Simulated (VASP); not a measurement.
Output of a VASP run:

File OSZICAR:
```
       N       E                     dE             d eps       ncg     rms          rms(c)
DAV:   1     0.123498347833E+03    0.12350E+03   -0.85366E+03   840   0.130E+03
DAV:   2    -0.107710875502E+01   -0.12458E+03   -0.11592E+03  1076   0.336E+02
DAV:   3    -0.546865348853E+01   -0.43915E+01   -0.43734E+01  1056   0.598E+01
DAV:   4    -0.557648271456E+01   -0.10783E+00   -0.10775E+00  1296   0.823E+00
DAV:   5    -0.557763345710E+01   -0.11507E-02   -0.11507E-02  1056   0.837E-01    0.635E+00
DAV:   6    -0.436796827636E+01    0.12097E+01   -0.42342E+00   912   0.188E+01    0.420E+00
DAV:   7    -0.434131899334E+01    0.26649E-01   -0.12832E-01  1148   0.321E+00    0.258E+00
DAV:   8    -0.433560950560E+01    0.57095E-02   -0.56298E-02   896   0.280E+00    0.218E-01
DAV:   9    -0.433680622552E+01   -0.11967E-02   -0.71366E-03  1116   0.698E-01    0.121E-01
DAV:  10    -0.433721486740E+01   -0.40864E-03   -0.10170E-03   964   0.327E-01    0.600E-02
DAV:  11    -0.433732328280E+01   -0.10842E-03   -0.35426E-04   916   0.158E-01    0.238E-02
DAV:  12    -0.433730884642E+01    0.14436E-04   -0.82709E-05  1068   0.785E-02    0.682E-03
DAV:  13    -0.433730830799E+01    0.53842E-06   -0.34219E-06   932   0.197E-02    0.264E-03
DAV:  14    -0.433730819818E+01    0.10981E-06   -0.76663E-07  1068   0.742E-03    0.771E-04
DAV:  15    -0.433730821861E+01   -0.20429E-07   -0.31304E-08   604   0.192E-03
   1 F= -.43373082E+01 E0= -.43373082E+01  d E =-.201996E-16
```

### OUTCAR
```
------------------------ aborting loop because EDIFF is reached ----------------------------------------
  FORCE on cell =-STRESS in cart. coord.  units (eV):
  Direction    XX          YY          ZZ          XY          YZ          ZX
  --------------------------------------------------------------------------------------
  Total        0.2352934      0.2352934      0.2352934      0.0000000      0.0000000      0.0000000
  in kB       10.2499166     10.2499166     10.2499166      0.0000000      0.0000000      0.0000000
  external PRESSURE =      10.2499166 kB  Pullay stress =       0.0000000 kB
  volume of cell :       36.78
      direct lattice vectors                 reciprocal lattice vectors
     0.000000000  2.639510267  2.639510267    -0.189429079  0.189429079  0.189429079
     2.639510267  0.000000000  2.639510267     0.189429079 -0.189429079  0.189429079
     2.639510267  2.639510267  0.000000000     0.189429079  0.189429079 -0.189429079
  FREE ENERGIE OF THE ION-ELECTRON SYSTEM (eV)
  ---------------------------------------------------
  free  energy   TOTEN  =        -4.3373082186 eV

  energy  without entropy=       -4.3373082186  energy(sigma->0) =       -4.33730822
```
(Selected blocks of OUTCAR.)

POSCAR:
```
KF
1
    0.0000000000     2.6395102673     2.6395102673
    2.6395102673     0.0000000000     2.6395102673
    2.6395102673     2.6395102673     0.0000000000
K F
1 1
Direct
  0.0000000000   0.0000000000   0.0000000000
  0.5000000000   0.5000000000   0.5000000000
```

Task: Write an INCAR and KPOINTS that could have produced this output.

Result: One answer among several that fit: the input of the run itself, optB86b-vdW, plane waves, VASP's PBE PAW potentials (set 64).

INCAR:
```
AGGAC  =  0.0
ALGO  =  Normal
EDIFF  =  1E-7
ENCUT  =  520
GGA  =  MK
ISIF  =  2
ISMEAR  =  0
LASPH  =  .True.
LCHARG  =  .False.
LREAL  =  .False.
LUSE_VDW  =  .True.
LWAVE  =  .False.
NELM  =  100
PARAM1  =  0.1234
PARAM2  =  1.0
PREC  =  Accurate
SIGMA  =  0.05
SYSTEM  =  KF
```

### KPOINTS
```
Regular mesh
0
gamma
  9 9 9
0 0 0
```

POTCAR, in this order: K_sv F (PBE.64 set). Program: vasp_std.

The compound is KF in the rock salt structure. This cell is one point of a volume scan, at 0.97 of the reference volume.
